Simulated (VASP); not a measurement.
Input of a VASP 6.6.1 run:

INCAR

```
ALGO = Normal
EDIFF = 1E-6
ENCUT = 520
ISIF = 2
ISMEAR = 0
LASPH = T
LCHARG = F
LREAL = F
LWAVE = F
NBANDS = 18
NELM = 80
PREC = Accurate
SIGMA = 0.02
```

The input KPOINTS:

```
k-points
0
Gamma
  8 8 8
```

File POSCAR:

```
HfO2
1.0
    0.0000000000      2.5005318677      2.5005318677
    2.5005318677      0.0000000000      2.5005318677
    2.5005318677      2.5005318677      0.0000000000
Hf O
1 2
Direct
    0.0000000000      0.0000000000      0.0000000000
    0.2500000000      0.2500000000      0.2500000000
    0.7500000000      0.7500000000      0.7500000000
```

Potentials or basis: VASP PAW LDA potentials, release 64 (Hf_pv, O).

The run is started by

```bash
$ cat potpaw_LDA.64/Hf_pv/POTCAR potpaw_LDA.64/O/POTCAR > POTCAR
$ mpirun -np 1 vasp_std > vasp.out
```

**Question.** Estimate the band gap on the k mesh.

**Answer.** 3.70 eV, direct.

**Question.** Predict the pressure.

**Answer.** -3.2 GPa.

Caveat: spin-orbit coupling is left out, which moves the levels of the heavy elements. A k mesh can miss the band edges.
